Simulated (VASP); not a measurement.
NaIr:

```xyz
2
Lattice="1.3915 -2.3226 0.0000 1.3915 2.3226 0.0000 0.0000 0.0000 5.0852" Properties=species:S:1:pos:R:3 pbc="T T T"
Na    0.0000    0.0000    0.0000
Ir    1.3915    0.0000    2.5426
```

The cell was built by a generator and needn't be a form met in nature.

```yaml
Program: VASP 6.6.1
Task: single point
Functional: PBE
Potentials_or_basis: VASP PAW PBE potentials, release 64 (Na_pv, Ir)
Cutoff: 520 eV
k_mesh: 11 × 11 × 5
Occupations: fermi-dirac, width 0.05 eV
Spin: no spin polarisation
```

On this cell: pressure 0.1 GPa; largest force under 0.003 eV/Å; band gap on the k mesh none (metal or under the smearing width).

The same run follows on a disturbed copy (atoms moved at random, drawn with an rms of 0.05 Å):

```
Na Ir
1.0
     1.39151   -2.32260    0.00000
     1.39151    2.32260    0.00000
     0.00000    0.00000    5.08522
Na Ir
1 1
Direct
  0.00681 0.99693 0.99111
  0.52001 0.50779 0.50452
```

Problem. What changes?

Solution. The energy (extrapolated to zero smearing) moves by +6.3 meV/atom; pressure 0.3 GPa; largest force 0.354 eV/Å; band gap on the k mesh none (metal or under the smearing width).

Forces on the atoms (eV/Å):
```
Na   0.044  0.002  0.351
Ir  -0.044 -0.002 -0.351
```

Stress tensor (GPa, compression positive):
```
0.39 0.00 0.11
0.00 0.18 0.00
0.11 0.00 0.44
```
